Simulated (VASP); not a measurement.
An input for Quantum ESPRESSO's pw.x (written as the equivalent of a VASP run, and not itself run):

```
&CONTROL
  calculation = 'scf'
  pseudo_dir = './pseudo'
  outdir = './out'
  tprnfor = .true.
  tstress = .true.
/
&SYSTEM
  ibrav = 0
  nat = 2
  ntyp = 1
  ecutwfc = 84
  occupations = 'smearing'
  smearing = 'methfessel-paxton'
  degauss = 0.00735
  input_dft = 'pbe'
/
&ELECTRONS
  conv_thr = 7.3e-08
  electron_maxstep = 100
/
ATOMIC_SPECIES
  Mg 24.305 Mg.upf
CELL_PARAMETERS angstrom
     1.6050000   -2.7799420    0.0000000
     1.6050000    2.7799420    0.0000000
     0.0000000    0.0000000    5.2100000
ATOMIC_POSITIONS crystal
  Mg   0.3333330  0.6666670  0.2500000
  Mg   0.6666670  0.3333330  0.7500000
K_POINTS automatic
  12 12 7 0 0 0
```

Task: Translate this input to VASP (INCAR, KPOINTS, POSCAR, choice of POTCAR).

Result: Several could match; the one computed here: 
File POSCAR:
```
Mg
1
    1.6050000000    -2.7799420000     0.0000000000
    1.6050000000     2.7799420000     0.0000000000
    0.0000000000     0.0000000000     5.2100000000
Mg
2
Direct
  0.3333330000   0.6666670000   0.2500000000
  0.6666670000   0.3333330000   0.7500000000
```

### INCAR
```
SYSTEM=Mg
PREC=Accurate; ENCUT=400; LREAL=.FALSE.
LASPH=.TRUE.; NBANDS=10
EDIFF=1E-6; NELM=100; ALGO=Normal
ISMEAR=1; SIGMA=0.1
GGA=PE
ISIF=2
LWAVE=.FALSE.; LCHARG=.FALSE.
```

File KPOINTS:
```
kpoints
0
gamma
12 12 7
0 0 0
```

POTCAR, in this order: Mg (PBE.64 set). Program: vasp_std.

What does not carry over: the potentials are each code's own (VASP's PAW set, PseudoDojo norm-conserving files in pw.x), so ENCUT and ecutwfc are chosen apart and not converted; conv_thr bounds pw.x's estimated SCF error, while EDIFF bounds the energy change between steps; the number of bands isn't carried over, since the valence differs with the files.

The compound is Mg in the hcp structure. The cell was not relaxed at this level. The run is one of a series of settings (NBANDS = 10 against the base run), some of them coarse on purpose.
